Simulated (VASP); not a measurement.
Input for VASP

INCAR:
```
ALGO = Normal
EDIFF = 1E-6
EDIFFG = -0.01
ENCUT = 400
GGA = PS
IBRION = 2
ISIF = 3
ISMEAR = 1
ISPIN = 2
LASPH = .TRUE.
LCHARG = .FALSE.
LMAXMIX = 4
LORBIT = 10
LREAL = .FALSE.
LWAVE = .FALSE.
MAGMOM = 1.6 1.6
NELM = 100
NSW = 60
PREC = Accurate
SIGMA = 0.1
SYSTEM = Co
```

### POSCAR
```
Co
1
    1.2270483852    -2.1253103672     0.0000000000
    1.2270483852     2.1253103672    -0.0000000000
    0.0000000000    -0.0000000000     3.9582307857
Co
2
Direct
  0.3333330000   0.6666670000   0.2500000000
  0.6666670000   0.3333330000   0.7500000000
```

File KPOINTS:
```
Automatic mesh
0
Gamma
15 15 8
0 0 0
```

POTCAR, in this order: Co (PBE.64 set). Program: vasp_std.

### Question
Translate this PBEsol calculation to Quantum ESPRESSO's pw.x.

### Answer
One equivalent input (not run):
```
&CONTROL
  calculation = 'vc-relax'
  pseudo_dir = './pseudo'
  outdir = './out'
  tprnfor = .true.
  tstress = .true.
  nstep = 60
  forc_conv_thr = 0.00039
/
&SYSTEM
  ibrav = 0
  nat = 2
  ntyp = 1
  ecutwfc = 96
  occupations = 'smearing'
  smearing = 'methfessel-paxton'
  degauss = 0.00735
  input_dft = 'pbesol'
  nspin = 2
  starting_magnetization(1) = 0.16
/
&ELECTRONS
  conv_thr = 7.3e-08
  electron_maxstep = 100
/
&IONS
/
&CELL
/
ATOMIC_SPECIES
  Co 58.933 Co.upf
CELL_PARAMETERS angstrom
     1.2270484   -2.1253104    0.0000000
     1.2270484    2.1253104   -0.0000000
     0.0000000   -0.0000000    3.9582308
ATOMIC_POSITIONS crystal
  Co   0.3333330  0.6666670  0.2500000
  Co   0.6666670  0.3333330  0.7500000
K_POINTS automatic
  15 15 8 0 0 0
```
What does not carry over: the potentials are each code's own (VASP's PAW set, PseudoDojo norm-conserving files in pw.x), so ENCUT and ecutwfc are chosen apart and not converted; conv_thr bounds pw.x's estimated SCF error, while EDIFF bounds the energy change between steps; starting_magnetization is a fraction of the valence charge and MAGMOM a moment in μB, so they match only roughly; forc_conv_thr acts on force components and is met together with etot_conv_thr.

The compound is Co in the hcp structure. It was relaxed first, which changed the volume by -7 %. The start is the result of an earlier pass.
